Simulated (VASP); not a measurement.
Consider the following.

```yaml
crystal:
  lattice:
    - [5.28866, 0.00000, 0.00000]
    - [0.00000, 4.18528, 0.00000]
    - [0.00000, 0.00000, 7.92889]
  atoms:
    - { symbol: Mo, position: [0.57805, 0.25000, 0.77922] }
    - { symbol: Mo, position: [0.07805, 0.25000, 0.72078] }
    - { symbol: Mo, position: [0.42195, 0.75000, 0.22078] }
    - { symbol: Mo, position: [0.92195, 0.75000, 0.27922] }
    - { symbol: Mo, position: [0.19781, 0.25000, 0.06255] }
    - { symbol: Mo, position: [0.69781, 0.25000, 0.43745] }
    - { symbol: Mo, position: [0.80219, 0.75000, 0.93745] }
    - { symbol: Mo, position: [0.30219, 0.75000, 0.56255] }
    - { symbol: Si, position: [0.70326, 0.25000, 0.11096] }
    - { symbol: Si, position: [0.20326, 0.25000, 0.38904] }
    - { symbol: Si, position: [0.29674, 0.75000, 0.88904] }
    - { symbol: Si, position: [0.79674, 0.75000, 0.61096] }
```

Computed with r2SCAN meta-GGA, VASP's PBE PAW potentials (set 64) (plane waves; VASP 6.6.1). Settings: 400 eV cut-off, 7×8×5 Γ-centred mesh, tetrahedra with Blöchl corrections, potentials Mo_sv Si.

For a metal the tetrahedron method with Blöchl corrections gives inexact stress and forces.

Which forces act on the atoms, in eV/Å?

```
atom      Fx     Fy      Fz
----  ------  -----  ------
Mo1    0.043  0.000   0.038
Mo2    0.043  0.000  -0.038
Mo3   -0.043  0.000  -0.038
Mo4   -0.043  0.000   0.038
Mo5    0.044  0.000   0.036
Mo6    0.044  0.000  -0.036
Mo7   -0.044  0.000  -0.036
Mo8   -0.044  0.000   0.036
Si9    0.033  0.000  -0.002
Si10   0.033  0.000   0.002
Si11  -0.033  0.000   0.002
Si12  -0.033  0.000  -0.002
```

Give the stress tensor in GPa (positive for a compressed cell).

```
-0.06   0.00   0.00
 0.00  -0.37   0.00
 0.00   0.00   0.70
```
The pressure is its mean diagonal, 0.09 GPa.

The structure was generated: SiMo2 was put into the Co2Si type (Pnma), which need not be its known phase. It was relaxed first.
